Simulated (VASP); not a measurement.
# CaSi3Ir (space group I4mm): computed properties

All values below come from PBEsol GGA, VASP's PBE PAW potentials (set 64) (plane waves; VASP).

```json
{
  "space_group": "I4mm (107)",
  "cell": "a = 4.170 Å, b = 4.170 Å, c = 9.852 Å, α = 90.00°, β = 90.00°, γ = 90.00°",
  "volume_per_atom": "17.13 Å³/atom",
  "band gap (over mesh and band path)": "none (metal, semimetal or under 0.01 eV)",
  "band_gap_with_spin_orbit_coupling": "none (metallic)",
  "density": "6.14 g/cm³"
}
```

Space group I4mm (No. 107); a = 4.170 Å, b = 4.170 Å, c = 9.852 Å, α = 90.00°, β = 90.00°, γ = 90.00°

```
atom  site  symmetry       x       y       z
----  ----  --------  ------  ------  ------
Ca      2a       4mm  0.0000  0.0000  0.9996
Si      2a       4mm  0.0000  0.0000  0.4091
Si      4b      2mm.  0.0000  0.5000  0.2594
Ir      2a       4mm  0.0000  0.0000  0.6466
```
(The calculation used a cell of 5 atoms; values per cell refer to that cell.)

Unless said otherwise, spin-orbit coupling is left out, though it shifts the bands of the heavy elements here.

The structure comes from a computed database's CaSi3Ir entry (I4mm); how it stands against other phases isn't given here. It was relaxed first. Symmetry was kept, so distortions that lower it aren't found. The electron count is odd and the run is not spin-polarised, which forces a metal.
